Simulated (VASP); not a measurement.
# B7I (Im-3m) in VASP: density of states with PBE

Aim: the density of states of B7I with PBE.

Everything below comes from runs of VASP 6.6.1. Logs are shortened: lines on timing, memory, paths and dates and some standing lists are left out, and cuts for length are marked.

**1. The crystal as given**

The structure is cubic, space group Im-3m (No. 229). The conventional cell has a = 5.388 Å, b = 5.388 Å, c = 5.388 Å, α = 90.00°, β = 90.00°, γ = 90.00°. B (site symmetry -3m) has 6 B at 2.33 Å and 2 I at 2.33 Å as nearest neighbours. B (site symmetry 4/mmm) has 8 B at 2.33 Å as nearest neighbours. Around I (site symmetry m-3m) lie 8 B at 2.33 Å.

The cell was built by a generator and needn't be a form met in nature.

**2. Density of states, PBE**

Contents of POSCAR:

```
B7I
1.0
   -2.6938638113      2.6938638113      2.6938638113
    2.6938638113     -2.6938638113      2.6938638113
    2.6938638113      2.6938638113     -2.6938638113
B I
7 1
Direct
    0.5000000000      0.5000000000      0.5000000000
    0.0000000000      0.0000000000      0.5000000000
    0.0000000000      0.5000000000      0.0000000000
    0.5000000000      0.0000000000      0.0000000000
    0.0000000000      0.5000000000      0.5000000000
    0.5000000000      0.0000000000      0.5000000000
    0.5000000000      0.5000000000      0.0000000000
    0.0000000000      0.0000000000      0.0000000000
```

Contents of INCAR.step1:

```
PREC = Accurate ; ENCUT = 520
EDIFF = 1E-7 ; ISMEAR = 0
SIGMA = 0.1 ; LREAL = F
LASPH = T ; NELM = 80
ALGO = Normal ; ISIF = 2
LWAVE = F ; LCHARG = T
GGA = PE ; NBANDS = 24
```

Contents of KPOINTS.step1:

```
Automatic mesh
0
Gamma
  10 10 10
```

Contents of INCAR.step2:

```
PREC = Accurate ; ENCUT = 520
EDIFF = 1E-7 ; ISMEAR = -5
SIGMA = 0.1 ; LREAL = F
LASPH = T ; NELM = 80
ALGO = Normal ; ISIF = 2
LWAVE = F ; LCHARG = F
GGA = PE ; LORBIT = 10
NEDOS = 1001 ; ICHARG = 11
```

Contents of KPOINTS.step2:

```
Automatic mesh
0
Gamma
  15 15 15
```

Potentials or basis: VASP PAW PBE potentials, release 64 (B, I).

Run with:

```sh
> cat potpaw_PBE.64/B/POTCAR potpaw_PBE.64/I/POTCAR > POTCAR
> cp INCAR.step1 INCAR
> cp KPOINTS.step1 KPOINTS
> mpirun -np 1 vasp_std > vasp.out
> cp INCAR.step2 INCAR
> cp KPOINTS.step2 KPOINTS
> mpirun -np 1 vasp_std > vasp.out
```

OUTCAR:

```text
PREC = Accurate
   ENCUT = 520
   EDIFF = 1E-7
   ISMEAR = -5
   LREAL = F
   LASPH = T
   NELM = 80
   ISIF = 2
   GGA = PE
   LORBIT = 10
   ICHARG = 11

 ion  position               nearest neighbor table
   1  0.500  0.500  0.500-   8 2.33   8 2.33
   2  0.000  0.000  0.500-   8 2.33   8 2.33
   3  0.000  0.500  0.000-   8 2.33   8 2.33
   4  0.500  0.000  0.000-   8 2.33   8 2.33
   5  0.000  0.500  0.500-   8 2.69   8 2.69
   6  0.500  0.000  0.500-   8 2.69   8 2.69
   7  0.500  0.500  0.000-   8 2.69   8 2.69
   8  0.000  0.000  0.000-   1 2.33   2 2.33   3 2.33   4 2.33   2 2.33   3 2.33   4 2.33   1 2.33
                             6 2.69   5 2.69   7 2.69   6 2.69   7 2.69   5 2.69

  LATTYP: Found a body centered cubic cell.
 ALAT       =     5.3877276226

  Lattice vectors:

 A1 = (  -2.6938638113,   2.6938638113,   2.6938638113)
 A2 = (   2.6938638113,  -2.6938638113,   2.6938638113)
 A3 = (   2.6938638113,   2.6938638113,  -2.6938638113)

Analysis of symmetry for initial positions (statically):
=====================================================================
 Subroutine PRICEL returns:
 Original cell was already a primitive cell.

 Routine SETGRP: Setting up the symmetry group for a
 body centered cubic supercell.

 Subroutine GETGRP returns: Found 48 space group operations
 (whereof 48 operations were pure point group operations)
 out of a pool of 48 trial point group operations.

The static configuration has the point symmetry O_h .

Analysis of symmetry for dynamics (positions and initial velocities):
=====================================================================
 Subroutine PRICEL returns:
 Original cell was already a primitive cell.

 Routine SETGRP: Setting up the symmetry group for a
 body centered cubic supercell.

 Subroutine GETGRP returns: Found 48 space group operations
 (whereof 48 operations were pure point group operations)
 out of a pool of 48 trial point group operations.

The dynamic configuration has the point symmetry O_h .

 Subroutine INISYM returns: Found 48 space group operations
 (whereof 48 operations are pure point group operations),
 and found     1 'primitive' translations

----------------------------------------------------------------------------------------

                                     Primitive cell

  volume of cell :      78.1964

  direct lattice vectors                    reciprocal lattice vectors
    -2.693863811  2.693863811  2.693863811     0.000000000  0.185607007  0.185607007
     2.693863811 -2.693863811  2.693863811     0.185607007  0.000000000  0.185607007
     2.693863811  2.693863811 -2.693863811     0.185607007  0.185607007  0.000000000

  length of vectors
     4.665908990  4.665908990  4.665908990     0.262487947  0.262487947  0.262487947

  position of ions in fractional coordinates (direct lattice)
     0.500000000  0.500000000  0.500000000
     0.000000000  0.000000000  0.500000000
     0.000000000  0.500000000  0.000000000
     0.500000000  0.000000000  0.000000000
     0.000000000  0.500000000  0.500000000
     0.500000000  0.000000000  0.500000000
     0.500000000  0.500000000  0.000000000
     0.000000000  0.000000000  0.000000000

  ion indices of the primitive-cell ions
   primitive index   ion index
                 1           1
                 2           2
                 3           3
                 4           4
                 5           5
                 6           6
                 7           7
                 8           8

----------------------------------------------------------------------------------------

 KPOINTS: Automatic mesh

Automatic generation of k-mesh.
 Grid dimensions read from file:
 generate k-points for:   15   15   15

 Generating k-lattice:

  Cartesian coordinates                     Fractional coordinates (reciprocal lattice)
     0.000000000  0.012373800  0.012373800     0.066666667  0.000000000  0.000000000
     0.012373800  0.000000000  0.012373800     0.000000000  0.066666667  0.000000000
     0.012373800  0.012373800  0.000000000     0.000000000  0.000000000  0.066666667

  Length of vectors
     0.017499196  0.017499196  0.017499196

  Shift w.r.t. Gamma in fractional coordinates (k-lattice)
     0.000000000  0.000000000  0.000000000

 TETIRR: Found   3891 inequivalent tetrahedra from    20250

 Subroutine IBZKPT returns following result:
 ===========================================

 Found    120 irreducible k-points:

 Following reciprocal coordinates:
            Coordinates               Weight
  0.000000  0.000000  0.000000      1.000000
  0.066667  0.000000  0.000000     12.000000
  0.133333  0.000000  0.000000     12.000000
  0.200000  0.000000  0.000000     12.000000
  0.266667  0.000000  0.000000     12.000000
  0.333333  0.000000  0.000000     12.000000
[... 16 lines left out ...]
  0.333333  0.200000  0.000000     48.000000
  0.400000  0.200000  0.000000     24.000000
 [... further k-points ...]
   k-points           NKPTS =    120   k-points in BZ     NKDIM =    120   number of bands    NBANDS=     19
   number of dos      NEDOS =   1001   number of ions     NIONS =      8
   total plane-waves  NPLWV =  46656
   dimension x,y,z NGX =    36 NGY =   36 NGZ =   36
   dimension x,y,z NGXF=    72 NGYF=   72 NGZF=   72
   ions per type =               7   1
   NGX,Y,Z   is equivalent  to a cutoff of  12.83, 12.83, 12.83 a.u.
   NGXF,Y,Z  is equivalent  to a cutoff of  25.65, 25.65, 25.65 a.u.
 SYSTEM =  unknown system
   PREC   = accura    normal or accurate (medium, high low for compatibility)
   ISTART =      0    job   : 0-new  1-cont  2-samecut
   ICHARG =     11    charge: 1-file 2-atom 10-const
   ISPIN  =      1    spin polarized calculation?
   LNONCOLLINEAR =      F non collinear calculations
   LSORBIT =      F    spin-orbit coupling
   LASPH  =      T    aspherical Exc in radial PAW
   ENCUT  =  520.0 eV  38.22 Ry    6.18 a.u.   8.68  8.68  8.68*2*pi/ulx,y,z
   NELM   =     80;   NELMIN=  2; NELMDL=  0     # of ELM steps
   EDIFF  = 0.1E-06   stopping-criterion for ELM
   LREAL  =      F    real-space projection
   EDIFFG = 0.1E-05   stopping-criterion for IOM
   NSW    =      0    number of steps for IOM
   IBRION =     -1    ionic relax: 0-MD 1-quasi-New 2-CG
   NFREE  =      0    steps in history (QN), initial steepest desc. (CG)
   ISIF   =      2    stress and relaxation
   ISYM   =      2    0-nonsym 1-usesym 2-fastsym
   POTIM  = 0.5000    time-step for ionic-motion
   TEBEG  =    0.0;   TEEND  =   0.0 temperature during run
   PSTRESS=    0.0 pullay stress
   NELECT =      28.0000    total number of electrons
   NUPDOWN=      -1.0000    fix difference up-down
   EMIN   =  10.00;   EMAX   =-10.00  energy-range for DOS
   EFERMI =   0.00;   METHOD = LEGACY
   ISMEAR =    -5;   SIGMA  =   0.10  broadening in eV -4-tet -1-fermi 0-gaus
   EFERMI_NEDOS =   21; number of points for ismear=-14 and -15
   IALGO  =     38    algorithm
   IMIX   =      4    mixing-type and parameters
     AMIX     =   0.40;   BMIX     =  1.00
     AMIX_MAG =   1.60;   BMIX_MAG =  1.00
  volume/ion in A,a.u.               =       9.77        65.96
  Fermi-wavevector in a.u.,A,eV,Ry     =   1.162515  2.196835 18.387471  1.351441
  Thomas-Fermi vector in A             =   2.299075
   LORBIT       =     10    0 simple, 1 ext, 2 COOP (PROOUT), +10 PAW based schemes
   GGA     = PE    functional components
   LHFCALC =     F    Hartree Fock is set to
   AEXX    =    0.0000 exact exchange contribution
   IVDW    =     0    specifies the selected vdW correction
   LEPSILON=     F    determine dielectric tensor
   LRPA    =     F    only Hartree local field effects (RPA)
 non-spin polarized calculation
 Fermi weights with tetrahedron method with Bloechl corrections
  energy-cutoff  :      520.00
  volume of cell :       78.20
 maximum number of plane-waves:      2123

 number of electron      27.9999999 magnetization

 Free energy of the ion-electron system (eV)
  ---------------------------------------------------
  ext. energy  EPLUGINS =         0.00000000
  ---------------------------------------------------
  free energy    TOTEN  =       -27.45332228 eV

  energy without entropy =      -27.45332228  energy(sigma->0) =      -27.45332228

 E-fermi :   8.1881     XC(G=0): -11.6810

 val. band max:        8.4629571250   @ k =  -0.2667   0.4000   0.1333
 cond. band min:       7.9908241123   @ k =  -0.4000   0.4000   0.4000
 fundamental gap:     -0.4721330127
 Fermi energy:         8.1880835751

 k-point     1 :       0.0000    0.0000    0.0000
  band No.  band energies     occupation
      1      -9.6372      2.00000
      2      -1.0864      2.00000
      3      -0.7911      2.00000
      4      -0.7911      2.00000
      5      -0.7911      2.00000
      6       2.4304      2.00000
[... 11 lines left out ...]
     18      12.1541      0.00000
     19      14.1736      0.00000

 k-point     2 :       0.0667    0.0000    0.0000
  band No.  band energies     occupation
      1      -9.6150      2.00000
      2      -1.6413      2.00000
      3      -0.8434      2.00000
      4      -0.7975      2.00000
      5      -0.2538      2.00000
      6       1.9479      2.00000
[... 476 lines left out ...]
 k-point    24 :       0.4000    0.2000    0.0000
  band No.  band energies     occupation
      1      -8.9472      2.00000
      2      -4.2159      2.00000
      3      -2.9891      2.00000
      4      -1.3996      2.00000
      5       0.1534      2.00000
      6       1.7343      2.00000
[... 11 lines left out ...]
     18       9.5979      0.00000
     19      10.5780      0.00000

 [... further k-points ...]
[... 5 lines left out ...]
  --------------------------------------------------------------------------------------
  -------------------------------------------------------------------------------------
  Total        0.1691837      0.1691837      0.1691837      0.0000000      0.0000000      0.0000000
  in kB        3.4664274      3.4664274      3.4664274      0.0000000      0.0000000      0.0000000
  external PRESSURE =       3.4664274 kB  Pullay stress =       0.0000000 kB

 VOLUME and BASIS-vectors are now :
 -----------------------------------------------------------------------------
  energy-cutoff  :      520.00
  volume of cell :       78.20
      direct lattice vectors                 reciprocal lattice vectors
    -2.693863811  2.693863811  2.693863811     0.000000000  0.185607007  0.185607007
     2.693863811 -2.693863811  2.693863811     0.185607007  0.000000000  0.185607007
     2.693863811  2.693863811 -2.693863811     0.185607007  0.185607007  0.000000000

 POSITION                                       TOTAL-FORCE (eV/Angst)
 -----------------------------------------------------------------------------------
      1.34693      1.34693      1.34693         0.000000     -0.000000     -0.000000
      1.34693      1.34693     -1.34693        -0.000000      0.000000      0.000000
      1.34693     -1.34693      1.34693         0.000000      0.000000     -0.000000
     -1.34693      1.34693      1.34693         0.000000     -0.000000      0.000000
      2.69386      0.00000      0.00000         0.000000      0.000000      0.000000
      0.00000      2.69386      0.00000        -0.000000      0.000000      0.000000
      0.00000      0.00000      2.69386         0.000000     -0.000000     -0.000000
      0.00000      0.00000      0.00000        -0.000000      0.000000     -0.000000
 -----------------------------------------------------------------------------------
    total drift:                                0.000000     -0.000000     -0.000000

  FREE ENERGIE OF THE ION-ELECTRON SYSTEM (eV)
  ---------------------------------------------------
  free  energy   TOTEN  =       -27.4533222835 eV

  energy  without entropy=      -27.4533222835  energy(sigma->0) =      -27.45332228

 total charge

# of ion       s       p       d       tot
------------------------------------------
    1        0.766   0.795   0.000   1.562
    2        0.766   0.795   0.000   1.562
    3        0.766   0.795   0.000   1.562
    4        0.766   0.795   0.000   1.562
    5        0.750   0.719   0.000   1.468
    6        0.750   0.719   0.000   1.468
    7        0.750   0.719   0.000   1.468
    8        1.592   2.333   0.457   4.382
--------------------------------------------------
tot          6.906   7.671   0.457  15.034
```

Run time: 3.4 min. Hardware: 1 thread of Intel Xeon Platinum 8259CL at 2.50GHz (Skylake/Cascade Lake), shared host; peak memory 0.3 GiB.

What came out:

```yaml
Valence_electrons_inside_the_program's_atomic_spheres: B 1.56, 1.47; I 4.38
```

Levels at points of the mesh, in eV from the Fermi level:
```tsv
k point	band 12	band 13	band 14	band 15	band 16	band 17
(0.00, 0.00, 0.00)	-4.63	-4.63	-0.20	-0.20	-0.20	3.91
```

States per cell in windows of 1 eV (zero at the Fermi level; states under -8 eV left out):
| from (eV) | total | I8_p | B1_p | B2_p | B3_p | B4_p | B5_p |
| --- | --- | --- | --- | --- | --- | --- | --- |
| -8.0 | 1.92 | 0.14 | 0.05 | 0.05 | 0.05 | 0.05 | 0.05 |
| -7.0 | 1.99 | 0.17 | 0.06 | 0.06 | 0.06 | 0.06 | 0.06 |
| -6.0 | 1.95 | 0.17 | 0.07 | 0.07 | 0.07 | 0.07 | 0.06 |
| -5.0 | 1.78 | 0.12 | 0.05 | 0.05 | 0.05 | 0.05 | 0.05 |
| -4.0 | 2.61 | 0.13 | 0.08 | 0.08 | 0.08 | 0.08 | 0.08 |
| -3.0 | 2.58 | 0.14 | 0.09 | 0.09 | 0.09 | 0.09 | 0.08 |
| -2.0 | 2.82 | 0.14 | 0.12 | 0.12 | 0.12 | 0.12 | 0.11 |
| -1.0 | 3.39 | 0.17 | 0.16 | 0.16 | 0.16 | 0.16 | 0.15 |
| 0.0 | 3.26 | 0.15 | 0.17 | 0.17 | 0.17 | 0.17 | 0.18 |
| 1.0 | 3.12 | 0.15 | 0.18 | 0.18 | 0.18 | 0.18 | 0.17 |
| 2.0 | 2.37 | 0.11 | 0.15 | 0.15 | 0.15 | 0.15 | 0.14 |
| 3.0 | 0.74 | 0.04 | 0.06 | 0.06 | 0.06 | 0.06 | 0.04 |
| 4.0 | 0.37 | 0.02 | 0.02 | 0.02 | 0.02 | 0.02 | 0.03 |
| 5.0 | 0.05 | 0.00 | 0.00 | 0.00 | 0.00 | 0.00 | 0.01 |
| 6.0 | 0.00 | 0.00 | 0.00 | 0.00 | 0.00 | 0.00 | 0.00 |

Caveat: tetrahedron occupations give inexact forces and stress in metals.
